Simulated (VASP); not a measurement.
Level of theory: PBEsol GGA, VASP's PBE PAW potentials (set 64) (plane waves; VASP).

VASP input:

**INCAR**
```
ALGO = Normal
EDIFF = 1E-7
ENCUT = 520
GGA = PS
ISIF = 2
ISMEAR = -5
LASPH = T
LCHARG = T
LORBIT = 11
LREAL = F
LWAVE = F
NEDOS = 601
NELM = 100
PREC = Accurate
SYSTEM = LiF
```

**POSCAR**
```
LiF
1
    0.0000000000     2.0000999857     2.0000999857
    2.0000999857    -0.0000000000     2.0000999857
    2.0000999857     2.0000999857    -0.0000000000
Li F
1 1
Direct
  1.0000000000   1.0000000000   0.0000000000
  0.5000000000   0.5000000000   0.5000000000
```

KPOINTS:
```
Automatic mesh
0
Gamma
13 13 13
0 0 0
```

POTCAR, in this order: Li_sv F (PBE.64 set). Program: vasp_std.

Output of the run:

**OSZICAR**
```
       N       E                     dE             d eps       ncg     rms          rms(c)
DAV:   1     0.309814823556E+02    0.30981E+02   -0.57266E+03  1608   0.114E+03
DAV:   2    -0.919046939001E+01   -0.40172E+02   -0.39573E+02  1726   0.208E+02
DAV:   3    -0.102653248224E+02   -0.10749E+01   -0.10715E+01  1960   0.310E+01
DAV:   4    -0.102776207864E+02   -0.12296E-01   -0.12285E-01  1990   0.324E+00
DAV:   5    -0.102777145355E+02   -0.93749E-04   -0.93748E-04  2086   0.188E-01    0.406E+00
DAV:   6    -0.985141601521E+01    0.42630E+00   -0.22273E+00  1543   0.116E+01    0.139E+00
DAV:   7    -0.984955578565E+01    0.18602E-02   -0.17247E-02  2101   0.148E+00    0.830E-01
DAV:   8    -0.985188430934E+01   -0.23285E-02   -0.12440E-02  2117   0.154E+00    0.931E-02
DAV:   9    -0.985196155466E+01   -0.77245E-04   -0.91317E-04  1627   0.331E-01    0.412E-02
DAV:  10    -0.985199442903E+01   -0.32874E-04   -0.12050E-04  1715   0.104E-01    0.465E-03
DAV:  11    -0.985199508675E+01   -0.65772E-06   -0.22007E-06  2038   0.195E-02    0.223E-03
DAV:  12    -0.985199519347E+01   -0.10672E-06   -0.47120E-07  1678   0.794E-03    0.789E-04
DAV:  13    -0.985199516081E+01    0.32651E-07   -0.41975E-08   868   0.211E-03
   1 F= -.98519952E+01 E0= -.98519952E+01  d E =0.000000E+00
```

### OUTCAR
```
------------------------ aborting loop because EDIFF is reached ----------------------------------------
  FORCE on cell =-STRESS in cart. coord.  units (eV):
  Direction    XX          YY          ZZ          XY          YZ          ZX
  --------------------------------------------------------------------------------------
  Total        0.0155737      0.0155737      0.0155737      0.0000000      0.0000000      0.0000000
  in kB        1.5592528      1.5592528      1.5592528      0.0000000      0.0000000      0.0000000
  external PRESSURE =       1.5592528 kB  Pullay stress =       0.0000000 kB
  volume of cell :       16.00
      direct lattice vectors                 reciprocal lattice vectors
     0.000000000  2.000099986  2.000099986    -0.249987502  0.249987502  0.249987502
     2.000099986  0.000000000  2.000099986     0.249987502 -0.249987502  0.249987502
     2.000099986  2.000099986  0.000000000     0.249987502  0.249987502 -0.249987502
  FREE ENERGIE OF THE ION-ELECTRON SYSTEM (eV)
  ---------------------------------------------------
  free  energy   TOTEN  =        -9.8519951608 eV

  energy  without entropy=       -9.8519951608  energy(sigma->0) =       -9.85199516

 total charge

# of ion       s       p       d       tot
------------------------------------------
    1        2.018   0.056   0.000   2.074
    2        1.727   4.399   0.000   6.126
--------------------------------------------------
tot          3.745   4.455   0.000   8.200
```
(Selected blocks of OUTCAR.)

The structure was generated: LiF was put into the rock salt type (Fm-3m), which need not be its known phase. It was relaxed first.
